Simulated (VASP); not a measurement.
Input:

```
Os2Ge
1.0
    3.99664     0.00000     0.00000
    0.00000     3.99664     0.00000
    0.00000     0.00000     6.09826
Os Ge
4 2
Direct
  0.00000   0.00000   0.00000
  0.50000   0.50000   0.00000
  0.50000   0.00000   0.27000
  0.00000   0.50000   0.73000
  0.50000   0.00000   0.70000
  0.00000   0.50000   0.30000
```

These are PBE GGA, VASP's PBE PAW potentials (set 64) (plane waves; VASP) values and carry that method's errors. Numerical set-up: 300 eV cut-off, 3×3×2 Γ-centred mesh, Fermi-Dirac smearing of 0.050 eV, potentials Os Ge_d.

Give the energies of bands 22 to 35 at the high-symmetry points, in eV from the Fermi level.

| band | Γ | X | M | Z | R | A |
|---|---|---|---|---|---|---|
| 22 | -3.03 | -4.38 | -2.96 | -2.47 | -4.17 | -3.72 |
| 23 | -1.98 | -3.38 | -2.29 | -2.47 | -3.46 | -2.97 |
| 24 | -1.81 | -3.38 | -2.29 | -2.42 | -3.46 | -2.97 |
| 25 | -1.69 | -1.81 | -2.24 | -2.26 | -1.27 | -2.81 |
| 26 | -1.69 | -1.81 | -2.24 | -2.22 | -1.27 | -2.81 |
| 27 | -0.96 | -1.04 | -2.10 | -1.68 | -1.19 | -0.69 |
| 28 | -0.43 | -1.04 | -2.10 | -1.68 | -1.19 | -0.69 |
| 29 | -0.43 | -0.79 | -1.73 | -0.71 | -0.49 | -0.67 |
| 30 | -0.10 | -0.79 | -1.73 | 0.28 | -0.49 | -0.67 |
| 31 | -0.10 | 0.22 | 0.16 | 0.47 | 0.54 | -0.67 |
| 32 | 0.36 | 0.22 | 0.16 | 1.39 | 0.54 | -0.67 |
| 33 | 0.57 | 1.46 | 0.61 | 1.41 | 0.55 | -0.20 |
| 34 | 0.93 | 1.46 | 0.61 | 1.94 | 0.55 | -0.20 |
| 35 | 1.26 | 2.07 | 1.14 | 1.94 | 2.88 | 1.17 |

It has no gap at this level: it comes out as a metal or semimetal.

The structure was generated: GeOs2 was put into an ordered model structure, which need not be its known phase. The cell was not relaxed at this level. The k-mesh is coarse (spacing up to 0.52 per Å, 2π included), so the numbers may not be converged in it.
